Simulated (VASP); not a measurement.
Calculation: r2SCAN meta-GGA, VASP's PBE PAW potentials (set 64) (plane waves; VASP).

Gaps are without spin-orbit coupling.

```yaml
volume_per_atom: 47.21 Å³/atom
band gap (over mesh and band path): 0.36 eV
smallest direct gap (over mesh and band path): 0.36 eV
```

Which relaxed crystal gives these values?
A) Al3GaN4, P-43m (215)
B) SnO2, Pa-3 (205)
C) NaTlO, P6_3mc (186)
D) CsSnI3, Pm-3m (221)

D, CsSnI3, Pm-3m (221)
